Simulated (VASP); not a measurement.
Here is the system:

```xyz
2
Lattice="2.9780 0.0000 0.0000 0.0000 2.9780 0.0000 0.0000 0.0000 2.9780" Properties=species:S:1:pos:R:3 pbc="T T T"
Al     1.4890     1.4890     1.4890
Ru     0.0000     0.0000     0.0000
```

These are PBE GGA with D4 dispersion, VASP's PBE PAW potentials (set 64) (plane waves; VASP) values and carry that method's errors. Run with 520 eV cut-off, Gaussian smearing of 0.050 eV, potentials Al Ru_pv.

Problem. Give the energies of bands 4 to 11 at the high-symmetry points, in eV from the Fermi level.

Solution. 
```tsv
band	Γ	X	M	R
4	-9.73	-5.88	-6.09	-4.69
5	-3.62	-5.49	-3.09	-4.69
6	-3.62	-2.80	-1.35	-4.69
7	0.21	-1.61	-1.35	1.69
8	0.21	-1.61	-1.17	1.69
9	0.21	0.46	-1.17	2.68
10	6.17	2.37	1.59	4.19
11	6.17	7.46	5.43	4.19
```

It has no gap at this level: it comes out as a metal or semimetal.

The compound is RuAl in the CsCl type structure. It was relaxed first. The electron count is odd and the run is not spin-polarised, which forces a metal.
